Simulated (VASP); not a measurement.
A convergence study with VASP on Ho (hcp): one setting is varied, all else stays as given below, so the limit is that of these other settings.

```xyz
2
Lattice="1.7900 -3.1004 0.0000 1.7900 3.1004 0.0000 0.0000 0.0000 5.6200" Properties=species:S:1:pos:R:3 pbc="T T T"
Ho     1.7900     1.0335     1.4050
Ho     1.7900    -1.0335     4.2150
```

The numbers are results of PBE GGA, VASP's PBE PAW potentials (set 64) (plane waves; VASP), not measurements. The tightest run used: 550 eV cut-off, 21×21×11 Γ-centred mesh, tetrahedra with Blöchl corrections, potentials Ho_3.

The 4f electrons are frozen in the core of the lanthanide potential, so 4f levels, which can set the real gap, and their magnetism are missing.

The settings run are 3×3×2 mesh; 4×4×2 mesh; 5×5×3 mesh; 6×6×3 mesh; 7×7×4 mesh; 8×8×4 mesh; 9×9×5 mesh; 10×10×5 mesh; 11×11×6 mesh; 12×12×6 mesh; 13×13×7 mesh; 14×14×8 mesh; 15×15×8 mesh; 16×16×9 mesh; 17×17×9 mesh; 18×18×10 mesh; 19×19×10 mesh; 20×20×11 mesh; 21×21×11 mesh. From which on does the stress (every component) stay within 0.5 GPa of the tightest run?

From 7×7×4 mesh on: it is off by 0.22 there and by no more than 0.5 in any finer run, while 6×6×3 mesh is off by 0.71.
| setting | E (eV/atom) | pressure (GPa) | irreducible k-points | difference judged (GPa) |
|---|---|---|---|---|
| 3×3×2 mesh | -4.4903 | -0.86 | 6 | 1.36 |
| 4×4×2 mesh | -4.5055 | 0.79 | 8 | 0.75 |
| 5×5×3 mesh | -4.4911 | 0.44 | 10 | 0.34 |
| 6×6×3 mesh | -4.5257 | -0.22 | 14 | 0.71 |
| 7×7×4 mesh | -4.5160 | 0.43 | 24 | 0.22 |
| 8×8×4 mesh | -4.5138 | 0.42 | 30 | 0.17 |
| 9×9×5 mesh | -4.5116 | 0.14 | 36 | 0.34 |
| 10×10×5 mesh | -4.5107 | 0.12 | 42 | 0.36 |
| 11×11×6 mesh | -4.5137 | 0.33 | 64 | 0.07 |
| 12×12×6 mesh | -4.5129 | 0.34 | 76 | 0.08 |
| 13×13×7 mesh | -4.5112 | 0.27 | 84 | 0.18 |
| 14×14×8 mesh | -4.5135 | 0.32 | 120 | 0.05 |
| 15×15×8 mesh | -4.5133 | 0.30 | 135 | 0.04 |
| 16×16×9 mesh | -4.5124 | 0.29 | 150 | 0.04 |
| 17×17×9 mesh | -4.5124 | 0.29 | 165 | 0.04 |
| 18×18×10 mesh | -4.5130 | 0.31 | 222 | 0.03 |
| 19×19×10 mesh | -4.5130 | 0.31 | 240 | 0.03 |
| 20×20×11 mesh | -4.5129 | 0.30 | 264 | 0.00 |
| 21×21×11 mesh | -4.5129 | 0.30 | 288 | 0.00 |

Left out are rungs that failed or repeat a setting and relaxations that didn't move; long series are thinned to 24 rows.

The compound is Ho in the hcp structure. The cell was not relaxed at this level.
